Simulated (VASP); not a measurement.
Output of a VASP run:

### OSZICAR
```
       N       E                     dE             d eps       ncg     rms          rms(c)
DAV:   1     0.480476531485E+02    0.48048E+02   -0.56855E+03   570   0.580E+02
DAV:   2    -0.472643791306E+01   -0.52774E+02   -0.51520E+02   615   0.166E+02
DAV:   3    -0.617064393886E+01   -0.14442E+01   -0.14413E+01   595   0.268E+01
DAV:   4    -0.617909589848E+01   -0.84520E-02   -0.84514E-02   615   0.224E+00
DAV:   5    -0.617917855411E+01   -0.82656E-04   -0.82655E-04   600   0.208E-01    0.895E+00
DAV:   6    -0.544116825205E+01    0.73801E+00   -0.18508E+00   535   0.184E+01    0.517E+00
DAV:   7    -0.544496725361E+01   -0.37990E-02   -0.27748E-01   540   0.439E+00    0.290E+00
DAV:   8    -0.545067017085E+01   -0.57029E-02   -0.29156E-02   535   0.176E+00    0.746E-01
DAV:   9    -0.544900480293E+01    0.16654E-02   -0.44405E-03   560   0.753E-01    0.173E-01
DAV:  10    -0.544917072567E+01   -0.16592E-03   -0.46651E-04   555   0.146E-01    0.434E-02
DAV:  11    -0.544922570853E+01   -0.54983E-04   -0.46736E-05   545   0.478E-02    0.155E-02
DAV:  12    -0.544922930293E+01   -0.35944E-05   -0.28042E-06   584   0.122E-02    0.684E-03
DAV:  13    -0.544922987264E+01   -0.56971E-06   -0.20705E-06   524   0.132E-02
   1 F= -.54492299E+01 E0= -.54492299E+01  d E =-.236295E-13
```

OUTCAR:
```
------------------------ aborting loop because EDIFF is reached ----------------------------------------
  FORCE on cell =-STRESS in cart. coord.  units (eV):
  Direction    XX          YY          ZZ          XY          YZ          ZX
  --------------------------------------------------------------------------------------
  Total      -16.2556255    -16.2556255    -16.2556255      0.0000000      0.0000000      0.0000000
  in kB     -497.9718467   -497.9718467   -497.9718467      0.0000000      0.0000000      0.0000000
  external PRESSURE =    -497.9718467 kB  Pullay stress =       0.0000000 kB
  volume of cell :       52.30
      direct lattice vectors                 reciprocal lattice vectors
     0.000000000  2.968200000  2.968200000    -0.168452261  0.168452261  0.168452261
     2.968200000  0.000000000  2.968200000     0.168452261 -0.168452261  0.168452261
     2.968200000  2.968200000  0.000000000     0.168452261  0.168452261 -0.168452261
  FREE ENERGIE OF THE ION-ELECTRON SYSTEM (eV)
  ---------------------------------------------------
  free  energy   TOTEN  =        -5.4492298726 eV

  energy  without entropy=       -5.4492298726  energy(sigma->0) =       -5.44922987
```
(Selected blocks of OUTCAR.)

File POSCAR:
```
CdS
1
    0.0000000000     2.9682000000     2.9682000000
    2.9682000000     0.0000000000     2.9682000000
    2.9682000000     2.9682000000     0.0000000000
Cd S
1 1
Direct
  0.0000000000   0.0000000000   0.0000000000
  0.2500000000   0.2500000000   0.2500000000
```

**Question.** Reconstruct the remaining input files.

**Answer.** One answer among several that fit: the input of the run itself, PBE GGA, plane waves, VASP's PBE PAW potentials (set 64).

**INCAR**
```
ALGO = Normal   # blocked Davidson
LMAXMIX = 4   # l cut-off of mixed one-centre charges
LCHARG = F
NELM = 100   # most electronic steps
LASPH = T
ISIF = 2   # forces and stress, cell fixed
EDIFF = 1E-6
ISMEAR = 0   # Gaussian
LWAVE = F
GGA = PE   # PBE
ENCUT = 200   # plane-wave cut-off (eV)
LREAL = F   # projection in real space or not
PREC = Accurate
SIGMA = 0.05
SYSTEM = CdS
```

File KPOINTS:
```
Automatic mesh
0
Gamma
7 7 7
0 0 0
```

POTCAR, in this order: Cd S (PBE.64 set). Program: vasp_std.

At this cut-off the stress carries a Pulay error, which pulls relaxed volumes low.

The compound is CdS in the zinc blende structure, a metastable form; wurtzite is the usual one. The cell was not relaxed at this level. The run is one of a series of settings (ENCUT = 200 against the base run), some of them coarse on purpose.
